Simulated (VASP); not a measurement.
A VASP calculation is set up with these files.

POSCAR:
```
LiBr
1
    0.0000000000     2.6937588623     2.6937588623
    2.6937588623     0.0000000000     2.6937588623
    2.6937588623     2.6937588623     0.0000000000
Li Br
1 1
Direct
  0.0000000000   0.0000000000   0.0000000000
  0.5000000000   0.5000000000   0.5000000000
```

KPOINTS:
```
Automatic mesh
0
Gamma
8 8 8
0 0 0
```

**INCAR**
```
SYSTEM = LiBr
PREC = Accurate
ENCUT = 600
EDIFF = 1E-7
NELM = 100
ALGO = Normal
LREAL = .FALSE.
LASPH = .TRUE.
ISMEAR = 0
SIGMA = 0.05
GGA = PE
LMAXMIX = 4
LWAVE = .FALSE.
LCHARG = .FALSE.
ISIF = 3
IBRION = 2
NSW = 40
EDIFFG = -0.01
PSTRESS = 20
```

POTCAR, in this order: Li_sv Br (PBE.64 set). Program: vasp_std.

Task: Translate this PBE calculation to Quantum ESPRESSO's pw.x.

Result: One equivalent input (not run):
```
&CONTROL
  calculation = 'vc-relax'
  pseudo_dir = './pseudo'
  outdir = './out'
  tprnfor = .true.
  tstress = .true.
  nstep = 40
  forc_conv_thr = 0.00039
/
&SYSTEM
  ibrav = 0
  nat = 2
  ntyp = 2
  ecutwfc = 74
  occupations = 'smearing'
  smearing = 'gaussian'
  degauss = 0.003675
  input_dft = 'pbe'
/
&ELECTRONS
  conv_thr = 7.3e-09
  electron_maxstep = 100
/
&IONS
/
&CELL
  press = 20
/
ATOMIC_SPECIES
  Li 6.940 Li.upf
  Br 79.904 Br.upf
CELL_PARAMETERS angstrom
     0.0000000    2.6937589    2.6937589
     2.6937589    0.0000000    2.6937589
     2.6937589    2.6937589    0.0000000
ATOMIC_POSITIONS crystal
  Li   0.0000000  0.0000000  0.0000000
  Br   0.5000000  0.5000000  0.5000000
K_POINTS automatic
  8 8 8 0 0 0
```
Limits of the translation: the potentials are each code's own (VASP's PAW set, PseudoDojo norm-conserving files in pw.x), so ENCUT and ecutwfc are chosen apart and not converted; conv_thr bounds pw.x's estimated SCF error, while EDIFF bounds the energy change between steps; forc_conv_thr acts on force components and is met together with etot_conv_thr.

The compound is LiBr in the rock salt structure. It was relaxed first under an external pressure of 2 GPa.
